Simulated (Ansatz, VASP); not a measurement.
TiZn3: VASP beside Ansatz

File INCAR:

```
SYSTEM = TiZn3
PREC     = Accurate       ! precision mode
ENCUT    = 520            ! plane-wave cutoff, eV
EDIFF    = 1E-7           ! SCF threshold, eV
ISMEAR   = -1             ! smearing method
SIGMA    = 0.05           ! smearing width, eV
LREAL    = .False.        ! projectors in reciprocal space
LASPH    = .True.         ! aspherical terms in the spheres
NELM     = 100            ! most SCF steps
ALGO     = Fast           ! electronic algorithm
ISIF     = 2              ! what is computed and relaxed
LWAVE    = .False.        ! write WAVECAR
LCHARG   = .False.        ! write CHGCAR
NBANDS   = 32             ! bands
```

Contents of KPOINTS:

```
regular mesh
0
Gamma
  6 6 6
  0 0 0
```

File POSCAR:

```
TiZn3
1.0
    3.9839454077      0.0000000000      0.0000000000
    0.0000000000      3.9839454077      0.0000000000
    0.0000000000      0.0000000000      3.9839454077
Ti Zn
1 3
Direct
    0.0000000000      0.0000000000      0.0000000000
    0.0000000000      0.5000000000      0.5000000000
    0.5000000000      0.0000000000      0.5000000000
    0.5000000000      0.5000000000      0.0000000000
```

Input for Ansatz:

```yaml
crystal:
  lattice:
    - [3.9839454077017007, 0.0, 0.0]
    - [0.0, 3.9839454077017007, 0.0]
    - [0.0, 0.0, 3.9839454077017007]
  atoms:
    - { symbol: Ti, position: [0.0, 0.0, 0.0] }
    - { symbol: Zn, position: [0.0, 0.5, 0.5] }
    - { symbol: Zn, position: [0.5, 0.0, 0.5] }
    - { symbol: Zn, position: [0.5, 0.5, 0.0] }
basis:
  ecutwfc: 500.0
kpoints:
  mp_grid:
    grid: [6, 6, 6]
hamiltonian:
  xc: lda
  pseudopotentials:
    kind: paw
scf:
  occupations:
    method: fermi_dirac
    width: 0.05
output:
  stress: true
```

Alike in both runs: task single point; functional LDA; k mesh 6 × 6 × 6; occupations fermi-dirac, width 0.05 eV; no spin polarisation.

|  | VASP | Ansatz |
| --- | --- | --- |
| version | VASP 6.6.1 | Ansatz 0.2.0 |
| potentials or method | VASP PAW LDA potentials, release 64 (Ti_sv, Zn) | plane waves, PAW |
| plane-wave cutoff (eV) | 520 | 500 |
| valence electrons in the cell | 48 | 48 |

|  | VASP | Ansatz | Ansatz less VASP |
| --- | --- | --- | --- |
| pressure (GPa) | -12.2 | -12.6 | -0.43 |
